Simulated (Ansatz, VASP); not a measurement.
# Cross-check of Si3N4 between VASP and Ansatz

Wanted: the spread between two codes on one cell, functional and k mesh. The cell is taken from a series of runs on this material, whose earlier steps may have relaxed, scaled, displaced or heated it; both programs get it as it stands.

Main program and level: Ansatz 0.2.0; plane waves, with VASP 6.6.1 beside it; single point at HF with an exact-exchange share of 1.

### 1. Set-up

Symmetry: Fd-3m, No. 227, cubic system. Conventional cell: a = 7.787 Å, b = 7.787 Å, c = 7.787 Å, α = 90.00°, β = 90.00°, γ = 90.00°. Nearest to Si lie 6 N at 1.89 Å. Nearest to Si lie 4 N at 1.79 Å. N has 4 Si at 1.79 to 1.89 Å nearest. Farther neighbours and most contacts between anions are not listed.

As a file:

```cif
data_structure
_symmetry_space_group_name_H-M 'P 1'
_symmetry_Int_Tables_number 1
_cell_length_a 5.5065
_cell_length_b 5.5065
_cell_length_c 5.5065
_cell_angle_alpha 60.000
_cell_angle_beta 60.000
_cell_angle_gamma 60.000
_cell_volume 118.07
loop_
_atom_site_label
_atom_site_type_symbol
_atom_site_fract_x
_atom_site_fract_y
_atom_site_fract_z
_atom_site_occupancy
Si1 Si 0.12500 0.12500 0.62500 1
Si2 Si 0.12500 0.62500 0.12500 1
Si3 Si 0.62500 0.12500 0.12500 1
Si4 Si 0.12500 0.12500 0.12500 1
Si5 Si 0.75000 0.75000 0.75000 1
Si6 Si 0.50000 0.50000 0.50000 1
N7 N 0.36756 0.36756 0.36756 1
N8 N 0.35269 0.88244 0.88244 1
N9 N 0.88244 0.88244 0.35269 1
N10 N 0.88244 0.35269 0.88244 1
N11 N 0.36756 0.36756 0.89731 1
N12 N 0.36756 0.89731 0.36756 1
N13 N 0.88244 0.88244 0.88244 1
N14 N 0.89731 0.36756 0.36756 1
```

### 2. VASP: single point, HF with an exact-exchange share of 1

With cell and atoms fixed, the geometry can't cause a difference; cores, projectors, grids and the points listed under the comparison can.

Lines of VASP's logs that name or quote its potential files are left out, and so is its time.

The run reads the wave functions of an earlier VASP run, which isn't shown here.

INCAR

```
SYSTEM = Si3N4
PREC = Accurate
ENCUT = 520
EDIFF = 1E-06
NELM = 100
ISMEAR = 0
SIGMA = 0.01
LREAL = .FALSE.
ALGO = Normal
LHFCALC = .TRUE.
AEXX = 1
GGA = PE
ALDAC = 0
AGGAC = 0
LASPH = .TRUE.
NBANDS = 46
PRECFOCK = Fast
LORBIT = 11
LWAVE = .FALSE.
LCHARG = .FALSE.
ISIF = 2
```

POSCAR

```
Si3N4
1.0
    0.0000000000      3.8937180000      3.8937180000
    3.8937180000      0.0000000000      3.8937180000
    3.8937180000      3.8937180000      0.0000000000
Si N
6 8
Direct
    0.1250000000      0.1250000000      0.6250000000
    0.1250000000      0.6250000000      0.1250000000
    0.6250000000      0.1250000000      0.1250000000
    0.1250000000      0.1250000000      0.1250000000
    0.7500000000      0.7500000000      0.7500000000
    0.5000000000      0.5000000000      0.5000000000
    0.3675630000      0.3675630000      0.3675630000
    0.3526890000      0.8824370000      0.8824370000
    0.8824370000      0.8824370000      0.3526890000
    0.8824370000      0.3526890000      0.8824370000
    0.3675630000      0.3675630000      0.8973110000
    0.3675630000      0.8973110000      0.3675630000
    0.8824370000      0.8824370000      0.8824370000
    0.8973110000      0.3675630000      0.3675630000
```

KPOINTS

```
Automatic mesh
0
Gamma
4 4 4
0 0 0
```

Potentials, in the order of the species: Si and N (PBE family, release 64).

Started as:

```
export OMP_NUM_THREADS=3
mpirun -np 1 vasp_std
```

Numbers of over 12 decimals in the logs are rounded to 6 here.

Output:

```text
[banner, memory and clock lines left out]
running    1 mpi-ranks, on    1 nodes
 distrk:  each k-point on    1 cores,    1 groups
 distr:  one band on    1 cores,    1 groups
 Offloading initialized ...    1 GPUs detected
 POSCAR found type information on POSCAR SiN
 POSCAR found :  2 types and      14 ions
 LDA part: xc-table for (Slater+PW92), standard interpolation
 found WAVECAR, reading the header
 POSCAR, INCAR and KPOINTS ok, starting setup
 FFT: planning ... GRIDC
 FFT: planning ... GRID_SOFT
 FFT: planning ... GRID
 reading WAVECAR
 the WAVECAR file was read successfully
 initial charge from wavefunction
 entering main loop
       N       E                     dE             d eps       ncg     rms          rms(c)
DAV:   1    -0.211450927345E+03   -0.21145E+03   -0.24735E+01   752   0.284E+01    0.247E+01
DAV:   2    -0.212689267027E+03   -0.12383E+01   -0.29017E+00   780   0.822E+00    0.261E+01
DAV:   3    -0.212653492959E+03    0.35774E-01   -0.24688E-01   794   0.231E+00    0.178E+01
DAV:   4    -0.212564255464E+03    0.89237E-01   -0.58416E-02   794   0.115E+00    0.108E+01
DAV:   5    -0.212545287335E+03    0.18968E-01   -0.63422E-02   772   0.114E+00    0.634E+00
DAV:   6    -0.212548216393E+03   -0.29291E-02   -0.30663E-02   736   0.767E-01    0.369E+00
DAV:   7    -0.212547855285E+03    0.36111E-03   -0.58166E-03   772   0.338E-01    0.214E+00
DAV:   8    -0.212546015645E+03    0.18396E-02   -0.12630E-03   754   0.211E-01    0.125E+00
DAV:   9    -0.212545540389E+03    0.47526E-03   -0.17693E-03   780   0.230E-01    0.720E-01
DAV:  10    -0.212545710260E+03   -0.16987E-03   -0.10270E-03   748   0.164E-01    0.420E-01
DAV:  11    -0.212545767651E+03   -0.57392E-04   -0.20723E-04   772   0.708E-02    0.247E-01
DAV:  12    -0.212545729904E+03    0.37747E-04   -0.15071E-05   770   0.204E-02    0.145E-01
DAV:  13    -0.212545715173E+03    0.14731E-04   -0.38993E-05   772   0.314E-02    0.842E-02
DAV:  14    -0.212545720474E+03   -0.53010E-05   -0.31289E-05   754   0.267E-02    0.481E-02
DAV:  15    -0.212545723401E+03   -0.29266E-05   -0.81047E-06   750   0.129E-02    0.277E-02
DAV:  16    -0.212545722534E+03    0.86649E-06   -0.41760E-07   452   0.342E-03
   1 F= -.21254572E+03 E0= -.21254572E+03  d E =-.203849E-41
```

OUTCAR, selected parts (step 2):

```text
ion  position               nearest neighbor table
   1  0.125  0.125  0.625-   7 1.89  13 1.89  10 1.89  12 1.89   8 1.89  14 1.89   4 2.75   2 2.75
                             3 2.75   4 2.75   2 2.75   3 2.75
   2  0.125  0.625  0.125-   7 1.89  13 1.89   9 1.89  11 1.89   8 1.89  14 1.89   4 2.75   1 2.75
                             1 2.75   3 2.75   4 2.75   3 2.75
   3  0.625  0.125  0.125-   7 1.89  13 1.89  10 1.89  11 1.89  12 1.89   9 1.89   4 2.75   1 2.75
                             2 2.75   1 2.75   2 2.75   4 2.75
   4  0.125  0.125  0.125-   9 1.89  11 1.89  10 1.89   8 1.89  12 1.89  14 1.89   1 2.75   2 2.75
                             3 2.75   1 2.75   2 2.75   3 2.75
   5  0.750  0.750  0.750-   8 1.79   9 1.79  10 1.79  13 1.79
   6  0.500  0.500  0.500-  11 1.79  12 1.79  14 1.79   7 1.79
   7  0.368  0.368  0.368-   6 1.79   2 1.89   3 1.89   1 1.89
   8  0.353  0.882  0.882-   5 1.79   4 1.89   1 1.89   2 1.89
   9  0.882  0.882  0.353-   5 1.79   4 1.89   2 1.89   3 1.89
  10  0.882  0.353  0.882-   5 1.79   4 1.89   1 1.89   3 1.89
  11  0.368  0.368  0.897-   6 1.79   4 1.89   2 1.89   3 1.89
  12  0.368  0.897  0.368-   6 1.79   4 1.89   1 1.89   3 1.89
  13  0.882  0.882  0.882-   5 1.79   2 1.89   3 1.89   1 1.89
  14  0.897  0.368  0.368-   6 1.79   4 1.89   1 1.89   2 1.89

  LATTYP: Found a face centered cubic cell.
 ALAT       =     7.7874360000

 Subroutine GETGRP returns: Found 48 space group operations
 (whereof 24 operations were pure point group operations)

The static configuration has the point symmetry T_d .
 The point group associated with its full space group is O_h .

 Found      8 irreducible k-points:

   k-points           NKPTS =      8   k-points in BZ     NKDIM =     64   number of bands    NBANDS=     46

   dimension x,y,z NGX =    42 NGY =   42 NGZ =   42
   dimension x,y,z NGXF=    84 NGYF=   84 NGZF=   84

   ENCUT  =  520.0 eV  38.22 Ry    6.18 a.u.  10.24 10.24 10.24*2*pi/ulx,y,z

   NELECT =      64.0000    total number of electrons

 k-points in reciprocal lattice and weights: Automatic mesh
   0.00000000  0.00000000  0.00000000       0.016
   0.25000000  0.00000000  0.00000000       0.125
   0.50000000  0.00000000  0.00000000       0.063
   0.25000000  0.25000000  0.00000000       0.094
   0.50000000  0.25000000  0.00000000       0.375
  -0.25000000  0.25000000  0.00000000       0.188
   0.50000000  0.50000000  0.00000000       0.047
  -0.25000000  0.50000000  0.25000000       0.094

  exchange ACFDT corr.  =         0.00000000  see jH, gK, PRB 81, 115126

 average (electrostatic) potential at core
       1 -62.4513       2 -62.4513       3 -62.4513       4 -62.4513       5 -62.6235
       6 -62.6235       7 -34.4142       8 -34.4142       9 -34.4142      10 -34.4142
      11 -34.4142      12 -34.4142      13 -34.4142      14 -34.4142

 E-fermi :   5.2395

 k-point     1 :       0.0000    0.0000    0.0000
  band No.  band energies     occupation
    ...
     28       4.9094      2.00000
     29       4.9094      2.00000
     30       5.1093      2.00000
     31       5.1093      2.00000
     32       5.1094      2.00000
     33      17.5639      0.00000
     34      17.5639      0.00000
     35      17.5639      0.00000
     36      19.7438      0.00000
     37      21.1718      0.00000
    ...

 k-point     2 :       0.2500    0.0000    0.0000
  band No.  band energies     occupation
    ...
     28       4.5150      2.00000
     29       4.5150      2.00000
     30       4.5409      2.00000
     31       4.9962      2.00000
     32       4.9963      2.00000
     33      18.4850      0.00000
     34      18.7280      0.00000
     35      18.7280      0.00000
     36      21.0331      0.00000
     37      21.8531      0.00000
    ...

 k-point     3 :       0.5000    0.0000    0.0000
  band No.  band energies     occupation
    ...
     28       4.0756      2.00000
     29       4.5466      2.00000
     30       4.5467      2.00000
     31       4.7629      2.00000
     32       4.7630      2.00000
     33      19.5696      0.00000
     34      20.4254      0.00000
     35      20.4254      0.00000
     36      21.2005      0.00000
     37      21.7663      0.00000
    ...

  Total      -11.1495549    -11.1495549    -11.1495549     -0.0000000      0.0000000      0.0000000
  in kB     -151.3019878   -151.3019878   -151.3019878     -0.0000000      0.0000000      0.0000000
  external PRESSURE =    -151.3019878 kB  Pullay stress =       0.0000000 kB

  energy-cutoff  :      520.00
  volume of cell :      118.07
      direct lattice vectors                 reciprocal lattice vectors
     0.000000000  3.893718000  3.893718000    -0.128411970  0.128411970  0.128411970
     3.893718000  0.000000000  3.893718000     0.128411970 -0.128411970  0.128411970
     3.893718000  3.893718000  0.000000000     0.128411970  0.128411970 -0.128411970

 POSITION                                       TOTAL-FORCE (eV/Angst)
 -----------------------------------------------------------------------------------
      2.92029      2.92029      0.97343        -0.000000     -0.000000     -0.000000
      2.92029      0.97343      2.92029        -0.000000     -0.000000     -0.000000
      0.97343      2.92029      2.92029        -0.000000     -0.000000     -0.000000
      0.97343      0.97343      0.97343        -0.000000     -0.000000     -0.000000
      5.84058      5.84058      5.84058        -0.000000     -0.000000     -0.000000
      3.89372      3.89372      3.89372        -0.000000     -0.000000     -0.000000
      2.86237      2.86237      2.86237        -0.166485     -0.166485     -0.166485
      6.87192      4.80923      4.80923         0.166485     -0.166485     -0.166485
      4.80923      4.80923      6.87192        -0.166485     -0.166485      0.166485
      4.80923      6.87192      4.80923        -0.166485      0.166485     -0.166485
      4.92506      4.92506      2.86237         0.166485      0.166485     -0.166485
      4.92506      2.86237      4.92506         0.166485     -0.166485      0.166485
      6.87192      6.87192      6.87192         0.166485      0.166485      0.166485
      2.86237      4.92506      4.92506        -0.166485      0.166485      0.166485
 -----------------------------------------------------------------------------------
    total drift:                               -0.000000     -0.000000     -0.000000

  FREE ENERGIE OF THE ION-ELECTRON SYSTEM (eV)
  ---------------------------------------------------
  free  energy   TOTEN  =      -212.5457225343 eV

  energy  without entropy=     -212.5457225343  energy(sigma->0) =     -212.54572253

 total charge
# of ion       s       p       d       tot
------------------------------------------
    1        0.621   0.894   0.000   1.515
    2        0.621   0.894   0.000   1.515
    3        0.621   0.894   0.000   1.515
    4        0.621   0.894   0.000   1.515
    5        0.708   0.951   0.000   1.659
    6        0.708   0.951   0.000   1.659
    7        1.232   2.757   0.000   3.989
    8        1.232   2.757   0.000   3.989
    9        1.232   2.757   0.000   3.989
   10        1.232   2.757   0.000   3.989
   11        1.232   2.757   0.000   3.989
   12        1.232   2.757   0.000   3.989
   13        1.232   2.757   0.000   3.989
   14        1.232   2.757   0.000   3.989
--------------------------------------------------
tot         13.760  27.536   0.000  41.296

[... 3 further parts left out ...]
```

The run ends at a pressure of -15.13 GPa, with forces up to 0.29 eV/Å.

(Part 1 of 2 ends here.)

[Lines on the potential files, build, host, timing and source positions are cut from VASP's logs without a mark.]

[Logs are printed without paths, hosts, clocks, repeated set-up lines and the standing remarks that a program may print on its own settings, such as how far it seeks lower states.]

[Hosts, paths, dates, database ids (printed as entryN), source tags and the programs' standing remarks are cut or masked in the printed files.]
